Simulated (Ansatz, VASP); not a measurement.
# SiC: VASP beside Ansatz

Aim: how closely do two programs agree when they are given the same cell, functional and k mesh? The cell is taken from a series of runs on this material, whose earlier steps may have relaxed, scaled, displaced or heated it; both programs get it as it stands.

Program: Ansatz 0.2.0. Level of theory: plane waves, with VASP 6.6.1 beside it; relaxation of cell and atoms at r2SCAN and relaxation of cell and atoms at r2SCAN with rVV10. Results are calculated unless marked as measured.

## Step 1: Starting point

It takes space group P6_3mc (No. 186, hexagonal). The conventional cell has a = 3.079 Å, b = 3.079 Å, c = 20.146 Å, α = 90.00°, β = 90.00°, γ = 120.00°. Nearest to Si lie 4 C at 1.88 to 1.89 Å. Si has 4 C at 1.88 to 1.89 Å nearest. Nearest to C lie 4 Si at 1.88 to 1.89 Å. Nearest to C lie 4 Si at 1.88 to 1.89 Å. Farther neighbours are not listed.

## Step 2: VASP: relaxation of cell and atoms, r2SCAN

The relaxed volume is the usual yardstick between codes: in a stiff, nearly cubic crystal its relative difference is about their pressure difference at one cell divided by the bulk modulus.

Lines of VASP's logs that name or quote its potential files are left out, and so is its time.

INCAR reads:

```
SYSTEM = SiC
PREC = Accurate
ENCUT = 660
EDIFF = 1E-07
NELM = 120
ISMEAR = 0
SIGMA = 0.02
LREAL = .FALSE.
ALGO = Normal
METAGGA = R2SCAN
LASPH = .TRUE.
NBANDS = 48
LORBIT = 11
LWAVE = .FALSE.
LCHARG = .FALSE.
ISIF = 3
IBRION = 2
NSW = 80
EDIFFG = -0.005
GGA_COMPAT = .FALSE.
NELMIN = 4
EFERMI = MIDGAP
LMIXTAU = .TRUE.
KPAR = 4
```

POSCAR reads:

```
SiC
1.0
    3.0790000000      0.0000000000      0.0000000000
   -1.5395000000      2.6664920000      0.0000000000
    0.0000000000      0.0000000000     20.1460000000
Si C
8 8
Direct
    0.3333331459      0.6666666668      0.2500000000
    0.6666664793      0.3333333334      0.7500000000
    0.3333331459      0.6666666668      0.6250000000
    0.6666664793      0.3333333334      0.1250000000
    0.9999998126      0.0000000001      0.0000000000
    0.9999998126      0.0000000001      0.5000000000
    0.3333331459      0.6666666668      0.8750000000
    0.6666664793      0.3333333334      0.3750000000
    0.3333331459      0.6666666668      0.9690000000
    0.6666664793      0.3333333334      0.4690000000
    0.9999998126      0.0000000001      0.0940000000
    0.9999998126      0.0000000001      0.5940000000
    0.3333331459      0.6666666668      0.3440000000
    0.6666664793      0.3333333334      0.8440000000
    0.3333331459      0.6666666668      0.7190000000
    0.6666664793      0.3333333334      0.2190000000
```

KPOINTS reads:

```
Automatic mesh
0
Gamma
9 9 2
0 0 0
```

PAW data sets: Si and C (PBE family, release 64).

On the command line:

```bash
$ mpirun -np 4 vasp_std
```

Numbers of over 12 decimals in the logs are rounded to 6 here.

Log:

```text
[banner, memory and clock lines left out]
running    4 mpi-ranks, on    1 nodes
 distrk:  each k-point on    1 cores,    4 groups
 distr:  one band on    1 cores,    1 groups

 POSCAR found type information on POSCAR SiC
 POSCAR found :  2 types and      16 ions
|                                                                             |
|               ----> ADVICE to this user running VASP <----                  |
|                                                                             |
|     You enforced a specific xc type in the INCAR file but a different       |
|     [... a line on the potential file left out ...]
|     I HOPE YOU KNOW WHAT YOU ARE DOING!                                     |
|                                                                             |

 LDA part: xc-table for (None), standard interpolation
 POSCAR, INCAR and KPOINTS ok, starting setup
 FFT: planning ... GRIDC
 FFT: planning ... GRID_SOFT
 FFT: planning ... GRID
 WAVECAR not read
 entering main loop
       N       E                     dE             d eps       ncg     rms          rms(c)
DAV:   1     0.175042420044E+03    0.17504E+03   -0.34648E+04  2304   0.150E+03
DAV:   2    -0.158562194129E+03   -0.33360E+03   -0.31319E+03  2936   0.243E+02
DAV:   3    -0.178306869277E+03   -0.19745E+02   -0.19586E+02  2944   0.544E+01
DAV:   4    -0.178626403916E+03   -0.31953E+00   -0.31854E+00  2944   0.776E+00
DAV:   5    -0.178633069809E+03   -0.66659E-02   -0.66610E-02  2848   0.108E+00    0.260E+01
DAV:   6    -0.163702016591E+03    0.14931E+02   -0.40688E+01  2800   0.214E+01    0.146E+01
DAV:   7    -0.159167963652E+03    0.45341E+01   -0.32472E+00  3016   0.760E+00    0.575E+00
DAV:   8    -0.164492787421E+03   -0.53248E+01   -0.12872E+00  2560   0.617E+00    0.406E+00
DAV:   9    -0.162309289720E+03    0.21835E+01   -0.35132E-01  2664   0.321E+00    0.188E+00
DAV:  10    -0.155658552448E+03    0.66507E+01   -0.67084E-01  2376   0.399E+00    0.621E-01
DAV:  11    -0.154313447975E+03    0.13451E+01   -0.47346E-02  2704   0.138E+00    0.386E-01
DAV:  12    -0.154669110081E+03   -0.35566E+00   -0.47137E-01  2528   0.411E+00    0.196E-01
DAV:  13    -0.153188906429E+03    0.14802E+01   -0.30225E-01  2456   0.356E+00    0.418E-01
DAV:  14    -0.152964654868E+03    0.22425E+00   -0.23181E-02  2560   0.111E+00    0.283E-01
[...]
DAV:  31    -0.154651775888E+03   -0.16809E-04   -0.12207E-05  2664   0.246E-02    0.138E-02
DAV:  32    -0.154651774725E+03    0.11631E-05   -0.57050E-06  2528   0.174E-02    0.118E-02
DAV:  33    -0.154651777585E+03   -0.28601E-05   -0.23470E-06  2800   0.887E-03    0.888E-03
DAV:  34    -0.154651768087E+03    0.94978E-05   -0.39918E-06  2448   0.123E-02    0.599E-03
DAV:  35    -0.154651769651E+03   -0.15634E-05   -0.10040E-06  2888   0.379E-03    0.333E-03
DAV:  36    -0.154651778594E+03   -0.89428E-05   -0.16253E-06  2456   0.715E-03    0.256E-03
DAV:  37    -0.154651779930E+03   -0.13366E-05   -0.29910E-07  2328   0.264E-03    0.222E-03
DAV:  38    -0.154651779916E+03    0.13817E-07   -0.64000E-08  1512   0.170E-03
   1 F= -.15465178E+03 E0= -.15465178E+03  d E =-.154652E+03
[... from here on, the cycles between the ionic steps are left out ...]
   2 F= -.15465150E+03 E0= -.15465150E+03  d E =0.283630E-03
   3 F= -.15465419E+03 E0= -.15465419E+03  d E =-.240598E-02
   4 F= -.15465440E+03 E0= -.15465440E+03  d E =-.210131E-03
   5 F= -.15465440E+03 E0= -.15465440E+03  d E =-.210547E-03
   6 F= -.15465444E+03 E0= -.15465444E+03  d E =-.456154E-04
   7 F= -.15465444E+03 E0= -.15465444E+03  d E =-.457566E-04
 curvature:  -0.55 expect dE=-0.116E-04 dE for cont linesearch -0.139E-08
 trial: gam= 0.20233 g(F)=  0.136E-04 g(S)=  0.746E-05 ort = 0.560E-06 (trialstep = 0.891E+00)
 search vector abs. value=  0.264E-04
 bond charge predicted
       N       E                     dE             d eps       ncg     rms          rms(c)
DAV:   1    -0.154654445081E+03   -0.29009E-05   -0.65557E-04  2336   0.119E-01    0.124E-02
DAV:   2    -0.154654444627E+03    0.45431E-06   -0.24832E-05  3072   0.223E-02    0.767E-03
DAV:   3    -0.154654444981E+03   -0.35438E-06   -0.18728E-06  2904   0.676E-03    0.374E-03
DAV:   4    -0.154654444923E+03    0.58299E-07   -0.77379E-07  2944   0.437E-03
   8 F= -.15465444E+03 E0= -.15465444E+03  d E =-.271797E-05
 trial-energy change:   -0.000003  1 .order   -0.000004   -0.000019    0.000011
 step:   0.5089(harm=  0.5650)  dis= 0.00015  next Energy=  -154.654447 (dE=-0.516E-05)
 reached required accuracy - stopping structural energy minimisation
```

From OUTCAR (step 2):

```text
ion  position               nearest neighbor table
   1  0.333  0.667  0.250-  16 1.88  16 1.88  16 1.88  13 1.89   4 3.08   8 3.08   8 3.08   4 3.08
                             8 3.08   4 3.08
   2  0.667  0.333  0.750-  15 1.88  15 1.88  15 1.88  14 1.89   7 3.08   3 3.08   3 3.08   7 3.08
                             7 3.08   3 3.08
   3  0.333  0.667  0.625-  12 1.88  12 1.88  12 1.88  15 1.89   2 3.08   6 3.08   6 3.08   2 3.08
                             6 3.08   2 3.08
   4  0.667  0.333  0.125-  11 1.88  11 1.88  11 1.88  16 1.89   1 3.08   5 3.08   1 3.08   5 3.08
                             5 3.08   1 3.08
   5  1.000  0.000  0.000-   9 1.88   9 1.88   9 1.88  11 1.89   7 3.08   4 3.08   4 3.08   7 3.08
                             4 3.08   7 3.08
   6  1.000  0.000  0.500-  10 1.88  10 1.88  10 1.88  12 1.89   3 3.08   8 3.08   3 3.08   8 3.08
                             8 3.08   3 3.08
   7  0.333  0.667  0.875-  14 1.88  14 1.88  14 1.88   9 1.89   2 3.08   5 3.08   2 3.08   5 3.08
                             5 3.08   2 3.08
   8  0.667  0.333  0.375-  13 1.88  13 1.88  13 1.88  10 1.89   1 3.08   6 3.08   1 3.08   6 3.08
                             6 3.08   1 3.08
   9  0.333  0.667  0.969-   5 1.88   5 1.88   5 1.88   7 1.89
  10  0.667  0.333  0.469-   6 1.88   6 1.88   6 1.88   8 1.89
  11  1.000  0.000  0.094-   4 1.88   4 1.88   4 1.88   5 1.89
  12  1.000  0.000  0.594-   3 1.88   3 1.88   3 1.88   6 1.89
  13  0.333  0.667  0.344-   8 1.88   8 1.88   8 1.88   1 1.89
  14  0.667  0.333  0.844-   7 1.88   7 1.88   7 1.88   2 1.89
  15  0.333  0.667  0.719-   2 1.88   2 1.88   2 1.88   3 1.89
  16  0.667  0.333  0.219-   1 1.88   1 1.88   1 1.88   4 1.89

  LATTYP: Found a hexagonal cell.
 ALAT       =     3.0790000000
 C/A-ratio  =     6.5430334524

 Subroutine GETGRP returns: Found 12 space group operations
 (whereof  6 operations were pure point group operations)

The static configuration has the point symmetry C_3v.
 The point group associated with its full space group is C_6v.

 Found     24 irreducible k-points:

   k-points           NKPTS =     24   k-points in BZ     NKDIM =     24   number of bands    NBANDS=     48

   dimension x,y,z NGX =    28 NGY =   28 NGZ =  180
   dimension x,y,z NGXF=    56 NGYF=   56 NGZF=  360

   ENCUT  =  660.0 eV  48.51 Ry    6.96 a.u.   6.45  6.45 42.20*2*pi/ulx,y,z

   NELECT =      64.0000    total number of electrons

 k-points in reciprocal lattice and weights: Automatic mesh
   0.00000000  0.00000000  0.00000000       0.006
   0.11111111  0.00000000  0.00000000       0.037
   0.22222222  0.00000000  0.00000000       0.037
   0.33333333  0.00000000  0.00000000       0.037
   0.44444444  0.00000000  0.00000000       0.037
   0.11111111  0.11111111  0.00000000       0.037
   0.22222222  0.11111111  0.00000000       0.074
   0.33333333  0.11111111  0.00000000       0.074
   0.44444444  0.11111111  0.00000000       0.037
[...]
0.33333333  0.22222222  0.50000000       0.074
   0.33333333  0.33333333  0.50000000       0.012

 average (electrostatic) potential at core
       1 -83.3328       2 -83.3328       3 -83.2956       4 -83.2956       5 -83.2627
       6 -83.2627       7 -83.2592       8 -83.2592       9 -46.6134      10 -46.6134
      11 -46.6398      12 -46.6398      13 -46.6050      14 -46.6050      15 -46.6947
      16 -46.6947

 E-fermi :   9.1828

 k-point     1 :       0.0000    0.0000    0.0000
  band No.  band energies     occupation
    ...
     28       7.8687      2.00000
     29       7.8687      2.00000
     30       8.0245      2.00000
     31       8.0527      2.00000
     32       8.0527      2.00000
     33      13.8615      0.00000
     34      13.9289      0.00000
     35      14.2533      0.00000
     36      14.5215      0.00000
     37      14.7358      0.00000
    ...

 k-point     2 :       0.1111    0.0000    0.0000
  band No.  band energies     occupation
    ...
     28       7.3548      2.00000
     29       7.6621      2.00000
     30       7.7085      2.00000
     31       7.8900      2.00000
     32       7.9573      2.00000
     33      14.0187      0.00000
     34      14.1698      0.00000
     35      14.2856      0.00000
     36      14.6852      0.00000
     37      14.7058      0.00000
    ...

 k-point     3 :       0.2222    0.0000    0.0000
  band No.  band energies     occupation
    ...
     28       6.8158      2.00000
     29       7.2305      2.00000
     30       7.2634      2.00000
     31       7.5024      2.00000
     32       7.6111      2.00000
     33      12.5333      0.00000
     34      12.7194      0.00000
     35      12.9020      0.00000
     36      13.3542      0.00000
     37      13.8301      0.00000
    ...

  Total        0.0201495      0.0201495      0.0239054      0.0000000      0.0000000      0.0000000
  in kB        0.1956337      0.1956337      0.2321004      0.0000000      0.0000000      0.0000000
  external PRESSURE =       0.2077893 kB  Pullay stress =       0.0000000 kB

  energy-cutoff  :      660.00
  volume of cell :      165.02
      direct lattice vectors                 reciprocal lattice vectors
     3.077075578  0.000000000  0.000000000     0.324983893  0.187629553  0.000000000
    -1.538537789  2.664825402 -0.000000000     0.000000000  0.375259107  0.000000000
    -0.000000000  0.000000000 20.124462249    -0.000000000  0.000000000  0.049690769

 POSITION                                       TOTAL-FORCE (eV/Angst)
 -----------------------------------------------------------------------------------
     -0.00000      1.77655      5.03321         0.000000     -0.000000      0.000219
      1.53854      0.88828     15.09544         0.000000      0.000000      0.000219
     -0.00000      1.77655     12.57746         0.000000      0.000000      0.004565
      1.53854      0.88828      2.51523         0.000000     -0.000000      0.004565
      3.07708      0.00000      0.00192         0.000000      0.000000      0.000219
      3.07708      0.00000     10.06415         0.000000      0.000000      0.000219
     -0.00000      1.77655     17.61283         0.000000     -0.000000     -0.003522
      1.53854      0.88828      7.55060         0.000000     -0.000000     -0.003522
     -0.00000      1.77655     19.49915         0.000000     -0.000000     -0.000510
      1.53854      0.88828      9.43692        -0.000000      0.000000     -0.000510
      3.07708      0.00000      1.88874        -0.000000      0.000000     -0.000223
      3.07708      0.00000     11.95097         0.000000     -0.000000     -0.000223
     -0.00000      1.77655      6.92520         0.000000     -0.000000      0.002950
      1.53854      0.88828     16.98743        -0.000000      0.000000      0.002950
     -0.00000      1.77655     14.46390        -0.000000      0.000000     -0.003699
      1.53854      0.88828      4.40166        -0.000000      0.000000     -0.003699
 -----------------------------------------------------------------------------------
    total drift:                                0.001400     -0.000024      0.002437

  FREE ENERGIE OF THE ION-ELECTRON SYSTEM (eV)
  ---------------------------------------------------
  free  energy   TOTEN  =      -154.6544449231 eV

  energy  without entropy=     -154.6544449231  energy(sigma->0) =     -154.65444492

 reached required accuracy - stopping structural energy minimisation

 total charge
# of ion       s       p       d       tot
------------------------------------------
    1        0.702   0.981   0.000   1.683
    2        0.702   0.981   0.000   1.683
    3        0.702   0.983   0.000   1.685
    4        0.702   0.983   0.000   1.685
    5        0.702   0.983   0.000   1.685
    6        0.702   0.983   0.000   1.685
    7        0.703   0.979   0.000   1.682
    8        0.703   0.979   0.000   1.682
    9        0.849   1.718   0.000   2.567
   10        0.849   1.718   0.000   2.567
   11        0.849   1.719   0.000   2.568
   12        0.849   1.719   0.000   2.568
   13        0.849   1.719   0.000   2.568
   14        0.849   1.719   0.000   2.568
   15        0.849   1.717   0.000   2.566
   16        0.849   1.717   0.000   2.566
--------------------------------------------------
tot         12.411  21.597   0.000  34.008

[... 3 further parts left out ...]
```

The run keeps the 12 symmetry operations of its start, so it cannot find a distortion of lower symmetry.

(Continued in part 2 of 2.)

[Lines on the potential files, build, host, timing and source positions are cut from VASP's logs without a mark.]

[Logs are printed without paths, hosts, clocks, repeated set-up lines and the standing remarks that a program may print on its own settings, such as how far it seeks lower states.]

[Hosts, paths, dates, database ids (printed as entryN), source tags and the programs' standing remarks are cut or masked in the printed files.]
